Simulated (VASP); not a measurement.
These are PBE GGA, VASP's PBE PAW potentials (set 64) (plane waves; VASP) values and carry that method's errors.

Input for VASP

**INCAR**
```
! general
SYSTEM   =  PbS
PREC     =  Accurate
ENCUT    =  400
LREAL    =  .FALSE.
LASPH    =  .TRUE.
NBANDS   =  12

! electronic loop
EDIFF    =  1E-6
NELM     =  100
ALGO     =  Normal
LMAXMIX  =  4

! smearing
ISMEAR   =  0
SIGMA    =  0.05

! functional
GGA      =  PE

! ions
ISIF     =  2

! output
LWAVE    =  .FALSE.
LCHARG   =  .FALSE.
```

**POSCAR**
```
PbS
5.940
  0.0000000000   0.5000000000   0.5000000000
  0.5000000000   0.0000000000   0.5000000000
  0.5000000000   0.5000000000   0.0000000000
Pb S
1 1
Cartesian
  0.0000000000   0.0000000000   0.0000000000
  0.5000000000   0.5000000000   0.5000000000
```

**KPOINTS**
```
kpoints
0
Gamma
 7 7 7
```

POTCAR, in this order: Pb_d S (PBE.64 set). Program: vasp_std.

What VASP printed:

File OSZICAR:
```
       N       E                     dE             d eps       ncg     rms          rms(c)
DAV:   1     0.151366128017E+03    0.15137E+03   -0.84595E+03   492   0.144E+03
DAV:   2     0.579413553118E+01   -0.14557E+03   -0.14314E+03   500   0.369E+02
DAV:   3    -0.872888568573E+01   -0.14523E+02   -0.14388E+02   608   0.121E+02
DAV:   4    -0.922557482776E+01   -0.49669E+00   -0.49627E+00   552   0.240E+01
DAV:   5    -0.924590377653E+01   -0.20329E-01   -0.20326E-01   708   0.453E+00    0.460E+00
DAV:   6    -0.875525877062E+01    0.49065E+00   -0.18542E+00   628   0.113E+01    0.336E+00
DAV:   7    -0.875707698537E+01   -0.18182E-02   -0.18534E-01   596   0.268E+00    0.185E+00
DAV:   8    -0.876063824847E+01   -0.35613E-02   -0.18451E-02   600   0.192E+00    0.174E-01
DAV:   9    -0.876035811416E+01    0.28013E-03   -0.41794E-03   684   0.676E-01    0.101E-01
DAV:  10    -0.876053642755E+01   -0.17831E-03   -0.41051E-04   528   0.185E-01    0.431E-02
DAV:  11    -0.876052348544E+01    0.12942E-04   -0.14766E-04   712   0.157E-01    0.141E-02
DAV:  12    -0.876052442416E+01   -0.93871E-06   -0.72414E-06   552   0.310E-02
   1 F= -.87605244E+01 E0= -.87605244E+01  d E =-.741346E-13
```

### OUTCAR
```
------------------------ aborting loop because EDIFF is reached ----------------------------------------
  FORCE on cell =-STRESS in cart. coord.  units (eV):
  Direction    XX          YY          ZZ          XY          YZ          ZX
  --------------------------------------------------------------------------------------
  Total        0.6005107      0.6005107      0.6005107      0.0000000      0.0000000      0.0000000
  in kB       18.3625064     18.3625064     18.3625064      0.0000000      0.0000000      0.0000000
  external PRESSURE =      18.3625064 kB  Pullay stress =       0.0000000 kB
  volume of cell :       52.40
      direct lattice vectors                 reciprocal lattice vectors
     0.000000000  2.970000000  2.970000000    -0.168350168  0.168350168  0.168350168
     2.970000000  0.000000000  2.970000000     0.168350168 -0.168350168  0.168350168
     2.970000000  2.970000000  0.000000000     0.168350168  0.168350168 -0.168350168
  FREE ENERGIE OF THE ION-ELECTRON SYSTEM (eV)
  ---------------------------------------------------
  free  energy   TOTEN  =        -8.7605244242 eV

  energy  without entropy=       -8.7605244242  energy(sigma->0) =       -8.76052442
```
(Selected blocks of OUTCAR.)

The compound is PbS in the rock salt structure. The cell was not relaxed at this level. The run is one of a series of settings (NBANDS = 12 against the base run), some of them coarse on purpose.
